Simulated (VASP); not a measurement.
Calculation: PBEsol GGA, VASP's PBE PAW potentials (set 64) (plane waves; VASP).

The input files of a VASP run:

### POSCAR
```
Sr3SbN
1
    5.1949700000     0.0000000000     0.0000000000
    0.0000000000     5.1949700000     0.0000000000
    0.0000000000     0.0000000000     5.1949700000
Sr Sb N
3 1 1
Direct
  0.0000000000   0.5000000000   0.5000000000
  0.5000000000   0.0000000000   0.5000000000
  0.5000000000   0.5000000000   0.0000000000
  0.0000000000   0.0000000000   0.0000000000
  0.5000000000   0.5000000000   0.5000000000
```

File KPOINTS:
```
Regular mesh
0
G
 5 5 5
```

INCAR:
```
! general
SYSTEM   =  Sr3SbN
PREC     =  Accurate
ENCUT    =  400
LREAL    =  F
LASPH    =  T

! electronic loop
EDIFF    =  1E-6   ! SCF stop (eV)
NELM     =  100   ! most electronic steps
ALGO     =  Normal
LMAXMIX  =  4   ! l cut-off of mixed one-centre charges

! smearing
ISMEAR   =  -1   ! Fermi-Dirac
SIGMA    =  0.02   ! width (eV)

! functional
GGA      =  PS   ! PBEsol

! ions
ISIF     =  2

! output
LWAVE    =  F
LCHARG   =  F
```

POTCAR, in this order: Sr_sv Sb N (PBE.64 set). Program: vasp_std.

What VASP printed:

### OSZICAR
```
       N       E                     dE             d eps       ncg     rms          rms(c)
DAV:   1     0.239265507170E+03    0.23927E+03   -0.16680E+04   480   0.120E+03
DAV:   2    -0.406548437492E+01   -0.24333E+03   -0.24098E+03   608   0.292E+02
DAV:   3    -0.274650896755E+02   -0.23400E+02   -0.23351E+02   688   0.786E+01
DAV:   4    -0.285889284823E+02   -0.11238E+01   -0.11232E+01   744   0.171E+01
DAV:   5    -0.286224056950E+02   -0.33477E-01   -0.33476E-01   736   0.252E+00    0.295E+01
DAV:   6    -0.239376266086E+02    0.46848E+01   -0.37804E+01   512   0.201E+01    0.331E+01
DAV:   7    -0.237945405948E+02    0.14309E+00   -0.34223E+00   632   0.768E+00    0.196E+01
DAV:   8    -0.236121520658E+02    0.18239E+00   -0.11689E+00   544   0.486E+00    0.274E+00
DAV:   9    -0.235723015234E+02    0.39851E-01   -0.26989E-01   824   0.196E+00    0.130E+00
DAV:  10    -0.235757546902E+02   -0.34532E-02   -0.21194E-02   608   0.588E-01    0.433E-01
DAV:  11    -0.235750088099E+02    0.74588E-03   -0.46677E-03   704   0.235E-01    0.142E-01
DAV:  12    -0.235749827020E+02    0.26108E-04   -0.18822E-03   656   0.136E-01    0.495E-02
DAV:  13    -0.235749799210E+02    0.27811E-05   -0.20315E-04   600   0.488E-02    0.319E-02
DAV:  14    -0.235749790778E+02    0.84322E-06   -0.39897E-05   560   0.228E-02    0.112E-02
DAV:  15    -0.235749784089E+02    0.66884E-06   -0.21333E-06   472   0.641E-03
   1 F= -.23574978E+02 E0= -.23574954E+02  d E =-.487772E-04
```

File OUTCAR:
```
------------------------ aborting loop because EDIFF is reached ----------------------------------------
  FORCE on cell =-STRESS in cart. coord.  units (eV):
  Direction    XX          YY          ZZ          XY          YZ          ZX
  --------------------------------------------------------------------------------------
  Total       -1.7348623     -1.7348623     -1.7348623      0.0000000      0.0000000      0.0000000
  in kB      -19.8256058    -19.8256058    -19.8256058      0.0000000      0.0000000      0.0000000
  external PRESSURE =     -19.8256058 kB  Pullay stress =       0.0000000 kB
  volume of cell :      140.20
      direct lattice vectors                 reciprocal lattice vectors
     5.194970000  0.000000000  0.000000000     0.192493893  0.000000000  0.000000000
     0.000000000  5.194970000  0.000000000     0.000000000  0.192493893  0.000000000
     0.000000000  0.000000000  5.194970000     0.000000000  0.000000000  0.192493893
 POSITION                                       TOTAL-FORCE (eV/Angst)
 -----------------------------------------------------------------------------------
      0.00000      2.59748      2.59748         0.000000      0.000000      0.000000
      2.59748      0.00000      2.59748         0.000000      0.000000      0.000000
      2.59748      2.59748      0.00000         0.000000      0.000000      0.000000
      0.00000      0.00000      0.00000         0.000000      0.000000      0.000000
      2.59748      2.59748      2.59748         0.000000      0.000000      0.000000
 -----------------------------------------------------------------------------------
    total drift:                                0.000000      0.000000      0.000000
  FREE ENERGIE OF THE ION-ELECTRON SYSTEM (eV)
  ---------------------------------------------------
  free  energy   TOTEN  =       -23.5749784089 eV

  energy  without entropy=      -23.5749296317  energy(sigma->0) =      -23.57495402
```
(Selected blocks of OUTCAR.)

At this cut-off the stress carries a Pulay error, which pulls relaxed volumes low.

The structure comes from a computed database's Sr3SbN entry; how it stands against other phases isn't given here. The cell was not relaxed at this level.
